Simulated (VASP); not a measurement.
Input:

```xyz
4
Lattice="1.8451 -5.4232 0.0000 1.8451 5.4232 0.0000 0.0000 0.0000 3.8408" Properties=species:S:1:pos:R:3 pbc="T T T"
Ag     1.8451     1.1071     2.8806
Ag     1.8451    -1.1071     0.9602
Cl     1.8451    -3.9575     0.9602
Cl     1.8451     3.9575     2.8806
```

Level of theory: PBEsol GGA with spin-orbit coupling, VASP's PBE PAW potentials (set 64) (plane waves; VASP). Run with 400 eV cut-off, 6×6×5 Γ-centred mesh, Gaussian smearing of 0.050 eV, potentials Ag Cl.

Task: Estimate the energy per atom (σ→0), band gap (over mesh and band path) with the smallest direct gap where there is one.

Result: 
The band gap (over mesh and band path) is 0.32 eV and the smallest direct gap (over mesh and band path) comes out as 1.86 eV. The energy per atom (σ→0) is -3.025 eV/atom.

Total energies compare only between runs with the same potentials, cut-off and functional.

The structure comes from a computed database's AgCl entry (Cmcm); how it stands against other phases isn't given here. It was relaxed first, which changed the volume by -6 %.
